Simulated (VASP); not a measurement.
An input for Quantum ESPRESSO's pw.x (written as the equivalent of a VASP run, and not itself run):

```
&CONTROL
  calculation = 'scf'
  pseudo_dir = './pseudo'
  outdir = './out'
  tprnfor = .true.
  tstress = .true.
/
&SYSTEM
  ibrav = 0
  nat = 4
  ntyp = 2
  ecutwfc = 84
  occupations = 'tetrahedra'
  input_dft = 'pz'
/
&ELECTRONS
  conv_thr = 7.3e-09
  electron_maxstep = 100
/
ATOMIC_SPECIES
  B 10.810 B.upf
  N 14.007 N.upf
CELL_PARAMETERS angstrom
     2.4899012    0.0000000    0.0000000
    -1.2449506    2.1563179    0.0000000
     0.0000000    0.0000000    7.0292654
ATOMIC_POSITIONS crystal
  B    0.6666670  0.3333330  0.7500000
  B    0.3333330  0.6666670  0.2500000
  N    0.0000000  0.0000000  0.7500000
  N    0.0000000  0.0000000  0.2500000
K_POINTS automatic
  11 11 4 0 0 0
```

Problem. Translate this input to VASP (INCAR, KPOINTS, POSCAR, choice of POTCAR).

Solution. Several could match; the one computed here: 
### INCAR
```
NELM = 100
LASPH = .True.   ! aspherical one-centre terms
LCHARG = .True.
LREAL = .False.   ! projection in real space or not
ENCUT = 520
EDIFF = 1E-7
ISMEAR = -5
ALGO = Normal   ! blocked Davidson
NEDOS = 601   ! DOS grid
LWAVE = .False.
SYSTEM = BN
ISIF = 2   ! forces and stress, cell fixed
PREC = Accurate
LORBIT = 11   ! lm-projected
```

File KPOINTS:
```
kpoints
0
Gamma
11 11 4
0 0 0
```

**POSCAR**
```
BN
2.4899010
  1.0000000608   0.0000000000   0.0000000000
 -0.5000000304   0.8660255392   0.0000000000
  0.0000000000   0.0000000000   2.8231104031
B N
2 2
Cart
  0.5000005304   0.2886748910   2.1173328023
 -0.0000005000   0.5773506481   0.7057776008
  0.0000000000   0.0000000000   2.1173328023
  0.0000000000   0.0000000000   0.7057776008
```

POTCAR, in this order: B N (LDA.64 set). Program: vasp_std.

Limits of the translation: the potentials are each code's own (VASP's PAW set, PseudoDojo norm-conserving files in pw.x), so ENCUT and ecutwfc are chosen apart and not converted; conv_thr bounds pw.x's estimated SCF error, while EDIFF bounds the energy change between steps.

The structure comes from a computed database's BN entry (P6_3/mmc); how it stands against other phases isn't given here. It was relaxed first, which changed the volume by -6 %.
